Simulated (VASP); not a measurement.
An input for Quantum ESPRESSO's pw.x (written as the equivalent of a VASP run, and not itself run):

```
&CONTROL
  calculation = 'vc-relax'
  pseudo_dir = './pseudo'
  outdir = './out'
  tprnfor = .true.
  tstress = .true.
  nstep = 30
  forc_conv_thr = 0.00039
/
&SYSTEM
  ibrav = 0
  nat = 4
  ntyp = 2
  ecutwfc = 84
  occupations = 'smearing'
  smearing = 'gaussian'
  degauss = 0.003675
  input_dft = 'pbesol'
/
&ELECTRONS
  conv_thr = 7.3e-09
  electron_maxstep = 100
/
&IONS
/
&CELL
  cell_dofree = 'shape'
/
ATOMIC_SPECIES
  Al 26.982 Al.upf
  N 14.007 N.upf
CELL_PARAMETERS angstrom
     1.5722345   -2.7231901    0.0000000
     1.5722345    2.7231901    0.0000000
     0.0000000    0.0000000    5.0329857
ATOMIC_POSITIONS crystal
  Al   0.6666670  0.3333330  0.5000301
  Al   0.3333330  0.6666670  0.0000301
  N    0.6666670  0.3333330  0.8819699
  N    0.3333330  0.6666670  0.3819699
K_POINTS automatic
  10 10 6 0 0 0
```

Q: Translate this input to VASP (INCAR, KPOINTS, POSCAR, choice of POTCAR).

A: This is not unique; one that fits is 
INCAR:
```
# general
SYSTEM = AlN
PREC   = Accurate
ENCUT  = 520
LREAL  = .False.
LASPH  = .True.

# electronic loop
EDIFF  = 1E-7
NELM   = 100
ALGO   = Normal

# smearing
ISMEAR = 0
SIGMA  = 0.05

# functional
GGA    = PS

# ions
IBRION = 2
NSW    = 30
ISIF   = 4
EDIFFG = -0.01

# output
LWAVE  = .False.
LCHARG = .False.
```

**KPOINTS**
```
Automatic
0
gamma
  10 10 6
0 0 0
```

**POSCAR**
```
AlN
1
    1.5722345258    -2.7231900743     0.0000000000
    1.5722345258     2.7231900743     0.0000000000
    0.0000000000     0.0000000000     5.0329857485
Al N
2 2
Direct
  0.6666670000   0.3333330000   0.5000300776
  0.3333330000   0.6666670000   0.0000300776
  0.6666670000   0.3333330000   0.8819699224
  0.3333330000   0.6666670000   0.3819699224
```

POTCAR, in this order: Al N (PBE.64 set). Program: vasp_std.

Limits of the translation: the potentials are each code's own (VASP's PAW set, PseudoDojo norm-conserving files in pw.x), so ENCUT and ecutwfc are chosen apart and not converted; conv_thr bounds pw.x's estimated SCF error, while EDIFF bounds the energy change between steps; forc_conv_thr acts on force components and is met together with etot_conv_thr.

The compound is AlN in the wurtzite structure. This cell is one point of a volume scan, at 1.03 of the reference volume. Symmetry was kept, so distortions that lower it aren't found.
